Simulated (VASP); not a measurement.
BN (zinc blende), at 1.04 of the tabulated volume:

```yaml
crystal:
  lattice:
    - [0.00000, 1.83129, 1.83129]
    - [1.83129, 0.00000, 1.83129]
    - [1.83129, 1.83129, 0.00000]
  atoms:
    - { symbol: B, position: [0.00000, 0.00000, 0.00000] }
    - { symbol: N, position: [0.25000, 0.25000, 0.25000] }
```

The lowest empty band near X, direction across the valley's axis, from PBE with spin-orbit coupling in VASP (PAW); its two spin partners are averaged. The gap over the points computed is 4.41 eV, and the next band on that side lies 4.59 eV away at the edge.

Settings: 520 eV cut-off, 14×14×14 Γ-centred mesh, Gaussian smearing of 0.050 eV, potentials B N.

```json
[
 {"distance from the edge in k (1/Å)": "0.018", "distance in energy (meV)": "4.1"},
 {"distance from the edge in k (1/Å)": "0.025", "distance in energy (meV)": "7.9"},
 {"distance from the edge in k (1/Å)": "0.035", "distance in energy (meV)": "15.4"},
 {"distance from the edge in k (1/Å)": "0.050", "distance in energy (meV)": "31.6"},
 {"distance from the edge in k (1/Å)": "0.070", "distance in energy (meV)": "61.6"}
]
```

**Question.** Fit E(1 + αE) = ħ²k²/2m* (ħ²/2m0 = 3.810 eV Å²) and predict the row at 0.095 1/Å.

**Answer.** The rows don't resolve α, so a parabola serves: the electron mass is m* = 0.303 m0, and so 113.6 meV. The run gave 113.0 meV, -0.6 meV from the fit.

Left out are points under 3 meV from the edge, since the levels carry 0.1 meV, and points farther than half the way to the next band.

The compound is BN in the zinc blende structure. The cell was not relaxed at this level.
